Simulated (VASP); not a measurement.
A convergence study with VASP on SrO (rock salt): a few settings are varied, all else stays as given below, so the limit is that of these other settings.

```xyz
2
Lattice="0.0000 2.5800 2.5800 2.5800 0.0000 2.5800 2.5800 2.5800 0.0000" Properties=species:S:1:pos:R:3 pbc="T T T"
Sr     0.0000     0.0000     0.0000
O      2.5800     2.5800     2.5800
```

Computed with PBE GGA, VASP's PBE PAW potentials (set 64) (plane waves; VASP). The last row used: 700 eV cut-off, 16×16×16 Γ-centred mesh, second-order Methfessel-Paxton smearing of 0.40 eV, potentials Sr_sv O.

```json
[
 {"setting": "ISMEAR = -1, SIGMA = 0.01, 5×5×5 mesh", "E (eV/atom)": "-6.0260", "pressure (GPa)": "2.24", "irreducible k-points": "10"},
 {"setting": "ISMEAR = -1, SIGMA = 0.2, 5×5×5 mesh", "E (eV/atom)": "-6.0259", "pressure (GPa)": "2.24", "irreducible k-points": "10"},
 {"setting": "ISMEAR = 0, SIGMA = 0.01, 5×5×5 mesh", "E (eV/atom)": "-6.0260", "pressure (GPa)": "2.24", "irreducible k-points": "10"},
 {"setting": "ISMEAR = 0, SIGMA = 0.2, 5×5×5 mesh", "E (eV/atom)": "-6.0260", "pressure (GPa)": "2.24", "irreducible k-points": "10"},
 {"setting": "ISMEAR = 1, SIGMA = 0.01, 5×5×5 mesh", "E (eV/atom)": "-6.0260", "pressure (GPa)": "2.24", "irreducible k-points": "10"},
 {"setting": "ISMEAR = 1, SIGMA = 0.2, 5×5×5 mesh", "E (eV/atom)": "-6.0256", "pressure (GPa)": "2.26", "irreducible k-points": "10"},
 {"setting": "ISMEAR = 2, SIGMA = 0.01, 5×5×5 mesh", "E (eV/atom)": "-6.0260", "pressure (GPa)": "2.24", "irreducible k-points": "10"},
 {"setting": "ISMEAR = 2, SIGMA = 0.2, 5×5×5 mesh", "E (eV/atom)": "-6.0256", "pressure (GPa)": "2.26", "irreducible k-points": "10"},
 {"setting": "ISMEAR = -1, SIGMA = 0.05, 10×10×10 mesh", "E (eV/atom)": "-6.0263", "pressure (GPa)": "2.24", "irreducible k-points": "47"},
 {"setting": "ISMEAR = -1, SIGMA = 0.2, 10×10×10 mesh", "E (eV/atom)": "-6.0262", "pressure (GPa)": "2.24", "irreducible k-points": "47"},
 {"setting": "ISMEAR = 0, SIGMA = 0.05, 10×10×10 mesh", "E (eV/atom)": "-6.0263", "pressure (GPa)": "2.24", "irreducible k-points": "47"},
 {"setting": "ISMEAR = 0, SIGMA = 0.2, 10×10×10 mesh", "E (eV/atom)": "-6.0263", "pressure (GPa)": "2.24", "irreducible k-points": "47"},
 {"setting": "ISMEAR = 1, SIGMA = 0.05, 10×10×10 mesh", "E (eV/atom)": "-6.0263", "pressure (GPa)": "2.24", "irreducible k-points": "47"},
 {"setting": "ISMEAR = 1, SIGMA = 0.2, 10×10×10 mesh", "E (eV/atom)": "-6.0262", "pressure (GPa)": "2.24", "irreducible k-points": "47"},
 {"setting": "ISMEAR = 2, SIGMA = 0.05, 10×10×10 mesh", "E (eV/atom)": "-6.0263", "pressure (GPa)": "2.24", "irreducible k-points": "47"},
 {"setting": "ISMEAR = 2, SIGMA = 0.2, 10×10×10 mesh", "E (eV/atom)": "-6.0262", "pressure (GPa)": "2.24", "irreducible k-points": "47"},
 {"setting": "ISMEAR = -1, SIGMA = 0.05, 16×16×16 mesh", "E (eV/atom)": "-6.0263", "pressure (GPa)": "2.24", "irreducible k-points": "145"},
 {"setting": "ISMEAR = -1, SIGMA = 0.4, 16×16×16 mesh", "E (eV/atom)": "-6.0215", "pressure (GPa)": "2.25", "irreducible k-points": "145"},
 {"setting": "ISMEAR = 0, SIGMA = 0.05, 16×16×16 mesh", "E (eV/atom)": "-6.0263", "pressure (GPa)": "2.24", "irreducible k-points": "145"},
 {"setting": "ISMEAR = 0, SIGMA = 0.4, 16×16×16 mesh", "E (eV/atom)": "-6.0263", "pressure (GPa)": "2.24", "irreducible k-points": "145"},
 {"setting": "ISMEAR = 1, SIGMA = 0.05, 16×16×16 mesh", "E (eV/atom)": "-6.0263", "pressure (GPa)": "2.24", "irreducible k-points": "145"},
 {"setting": "ISMEAR = 1, SIGMA = 0.4, 16×16×16 mesh", "E (eV/atom)": "-6.0246", "pressure (GPa)": "2.21", "irreducible k-points": "145"},
 {"setting": "ISMEAR = 2, SIGMA = 0.05, 16×16×16 mesh", "E (eV/atom)": "-6.0263", "pressure (GPa)": "2.24", "irreducible k-points": "145"},
 {"setting": "ISMEAR = 2, SIGMA = 0.4, 16×16×16 mesh", "E (eV/atom)": "-6.0255", "pressure (GPa)": "2.28", "irreducible k-points": "145"}
]
```

Left out are rungs that failed or repeat a setting and relaxations that didn't move; long series are thinned to 24 rows.

The compound is SrO in the rock salt structure. The cell was not relaxed at this level.
